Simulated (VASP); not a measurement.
Calculation: PBE GGA, VASP's PBE PAW potentials (set 64) (plane waves; VASP).

VASP input:

INCAR:
```
ALGO  =  Normal
EDIFF  =  1E-7
EDIFFG  =  -0.01
ENCUT  =  480
GGA  =  PE
IBRION  =  2
ISIF  =  3
ISMEAR  =  1
ISPIN  =  2
LASPH  =  T
LCHARG  =  F
LMAXMIX  =  4
LORBIT  =  10
LREAL  =  F
LWAVE  =  F
MAGMOM  =  0.6
NELM  =  100
NSW  =  40
PREC  =  Accurate
PSTRESS  =  20
SIGMA  =  0.1
SYSTEM  =  Ni
```

### POSCAR
```
Ni
1.0
  0.0000000000   1.7563364685   1.7563364685
  1.7563364685   0.0000000000   1.7563364685
  1.7563364685   1.7563364685   0.0000000000
Ni
1
Cartesian
  0.0000000000   0.0000000000   0.0000000000
```

File KPOINTS:
```
Automatic mesh
0
Gamma
16 16 16
0 0 0
```

POTCAR, in this order: Ni (PBE.64 set). Program: vasp_std.

The run wrote:

File OUTCAR:
```
 ion  position               nearest neighbor table
   1  0.000  0.000  0.000-
  LATTYP: Found a face centered cubic cell.
 ALAT       =     3.5126729370
 Subroutine PRICEL returns:
 Original cell was already a primitive cell.
 Subroutine GETGRP returns: Found 48 space group operations
The static configuration has the point symmetry O_h .
The dynamic configuration has the point symmetry O_h .
The overall configuration has the point symmetry O_h .
 Subroutine INISYM returns: Found 48 space group operations
 Subroutine IBZKPT returns following result:
 Found    145 irreducible k-points:

 Following reciprocal coordinates:
            Coordinates               Weight
  0.000000  0.000000  0.000000      1.000000
  0.062500  0.000000  0.000000      8.000000
  0.125000  0.000000  0.000000      8.000000
  0.187500  0.000000  0.000000      8.000000
  0.250000  0.000000  0.000000      8.000000
  0.312500  0.000000  0.000000      8.000000
  0.375000  0.000000  0.000000      8.000000
  0.437500  0.000000  0.000000      8.000000
  0.500000  0.000000  0.000000      4.000000
  0.062500  0.062500  0.000000      6.000000
  0.125000  0.062500  0.000000     24.000000
  0.187500  0.062500  0.000000     24.000000
  0.250000  0.062500  0.000000     24.000000
  0.312500  0.062500  0.000000     24.000000
  0.375000  0.062500  0.000000     24.000000
  0.437500  0.062500  0.000000     24.000000
  0.500000  0.062500  0.000000     24.000000
 -0.437500  0.062500  0.000000     24.000000
 -0.375000  0.062500  0.000000     24.000000
 -0.312500  0.062500  0.000000     24.000000
 -0.250000  0.062500  0.000000     24.000000
 -0.187500  0.062500  0.000000     24.000000
 -0.125000  0.062500  0.000000     24.000000
 -0.062500  0.062500  0.000000     12.000000
...
```

### OSZICAR
```
       N       E                     dE             d eps       ncg     rms          rms(c)
DAV:   1     0.213591372379E+02    0.21359E+02   -0.46087E+03  5396   0.135E+03
DAV:   2    -0.611803245093E+01   -0.27477E+02   -0.26420E+02  5275   0.161E+02
DAV:   3    -0.648987719212E+01   -0.37184E+00   -0.37131E+00  6137   0.251E+01
DAV:   4    -0.649333182105E+01   -0.34546E-02   -0.34542E-02  6034   0.208E+00
DAV:   5    -0.649343059677E+01   -0.98776E-04   -0.98775E-04  5983   0.302E-01    0.995E+00
DAV:   6    -0.581524596785E+01    0.67818E+00   -0.16993E+01  5464   0.668E+01    0.594E+00
DAV:   7    -0.548895530079E+01    0.32629E+00   -0.28460E+00  5506   0.257E+01    0.192E+00
DAV:   8    -0.547328531748E+01    0.15670E-01   -0.21339E-02  7358   0.171E+00    0.930E-01
DAV:   9    -0.547097772511E+01    0.23076E-02   -0.17044E-03  7667   0.413E-01    0.250E-01
DAV:  10    -0.547045377847E+01    0.52395E-03   -0.69846E-04  6815   0.227E-01    0.340E-02
DAV:  11    -0.547045767111E+01   -0.38926E-05   -0.23195E-05  6826   0.578E-02    0.318E-02
DAV:  12    -0.547045843308E+01   -0.76197E-06   -0.93287E-07  6403   0.124E-02    0.839E-03
DAV:  13    -0.547045849327E+01   -0.60192E-07   -0.33342E-07  4808   0.660E-03
   1 F= -.53351975E+01 E0= -.53353486E+01  d E =-.533520E+01  mag=     0.5935
       N       E                     dE             d eps       ncg     rms          rms(c)
DAV:   1    -0.550511307701E+01   -0.34655E-01   -0.59714E-01  5434   0.131E+01    0.161E+00
DAV:   2    -0.548036280072E+01    0.24750E-01   -0.55979E-01  5456   0.115E+01    0.850E-01
DAV:   3    -0.546936550668E+01    0.10997E-01   -0.84961E-02  5402   0.462E+00    0.253E-01
DAV:   4    -0.546864805441E+01    0.71745E-03   -0.50005E-04  5850   0.189E-01    0.141E-01
DAV:   5    -0.546853112809E+01    0.11693E-03   -0.22542E-04  7186   0.118E-01    0.275E-02
DAV:   6    -0.546853436348E+01   -0.32354E-05   -0.43660E-06  5971   0.235E-02    0.145E-02
DAV:   7    -0.546853299647E+01    0.13670E-05   -0.12845E-06  5614   0.180E-02    0.232E-03
DAV:   8    -0.546853283042E+01    0.16606E-06   -0.32392E-08  2772   0.271E-03    0.632E-04
DAV:   9    -0.546853280057E+01    0.29848E-07   -0.53634E-09  2641   0.721E-04
   2 F= -.53351876E+01 E0= -.53353104E+01  d E =0.991996E-05  mag=     0.5913
       N       E                     dE             d eps       ncg     rms          rms(c)
DAV:   1    -0.547912171572E+01   -0.10589E-01   -0.15119E-01  5431   0.667E+00    0.813E-01
DAV:   2    -0.547298375276E+01    0.61380E-02   -0.14625E-01  5458   0.575E+00    0.438E-01
DAV:   3    -0.547004940116E+01    0.29344E-02   -0.22286E-02  5400   0.239E+00    0.130E-01
DAV:   4    -0.546987288276E+01    0.17652E-03   -0.12604E-04  5905   0.106E-01    0.745E-02
DAV:   5    -0.546984733226E+01    0.25550E-04   -0.56690E-05  7151   0.598E-02    0.144E-02
DAV:   6    -0.546984943908E+01   -0.21068E-05   -0.23706E-06  6030   0.175E-02    0.574E-03
DAV:   7    -0.546985014759E+01   -0.70851E-06   -0.51141E-07  4066   0.118E-02    0.154E-03
DAV:   8    -0.546985029102E+01   -0.14343E-06   -0.12890E-08  2628   0.161E-03    0.527E-04
DAV:   9    -0.546985029811E+01   -0.70881E-08   -0.17445E-09  2625   0.529E-04
   3 F= -.53355488E+01 E0= -.53356861E+01  d E =-.351276E-03  mag=     0.5924
```

### OUTCAR
```
------------------------ aborting loop because EDIFF is reached ----------------------------------------
  FORCE on cell =-STRESS in cart. coord.  units (eV):
  Direction    XX          YY          ZZ          XY          YZ          ZX
  --------------------------------------------------------------------------------------
  Total        0.1356659      0.1356659      0.1356659     -0.0000000      0.0000000      0.0000000
  in kB       20.2031846     20.2031846     20.2031846     -0.0000000      0.0000000      0.0000000
  external PRESSURE =       0.2031846 kB  Pullay stress =      20.0000000 kB
  volume of cell :       10.76
      direct lattice vectors                 reciprocal lattice vectors
     0.000000000  1.752173766  1.752173766    -0.285359825  0.285359825  0.285359825
     1.752173766  0.000000000  1.752173766     0.285359825 -0.285359825  0.285359825
     1.752173766  1.752173766  0.000000000     0.285359825  0.285359825 -0.285359825
 POSITION                                       TOTAL-FORCE (eV/Angst)
 -----------------------------------------------------------------------------------
      0.00000      0.00000      0.00000         0.000000      0.000000      0.000000
 -----------------------------------------------------------------------------------
    total drift:                                0.000000     -0.000000     -0.000000
  FREE ENERGIE OF THE ION-ELECTRON SYSTEM (eV)
  ---------------------------------------------------
  free  energy   TOTEN  =        -5.4698502981 eV

  energy  without entropy=       -5.4702623140  energy(sigma->0) =       -5.46998764
  enthalpy is  TOTEN    =        -5.3355487775 eV   P V=        0.1343015206

 total charge

# of ion       s       p       d       tot
------------------------------------------
    1        0.501   0.507   8.322   9.330

 magnetization (x)

# of ion       s       p       d       tot
------------------------------------------
    1       -0.007  -0.025   0.635   0.603

 reached required accuracy - stopping structural energy minimisation
```
(Selected blocks of OUTCAR.)

File CONTCAR:
```
Ni
   1.00000000000000
     0.0000000000000000    1.7521737660317160    1.7521737660317160
     1.7521737660317160    0.0000000000000000    1.7521737660317160
     1.7521737660317160    1.7521737660317160    0.0000000000000000
  Ni
     1
Direct
     0.0000000000000000    0.0000000000000000    0.0000000000000000
```

The compound is Ni in the fcc structure. This run relaxes it under an external pressure of 2 GPa. Symmetry was kept, so distortions that lower it aren't found.
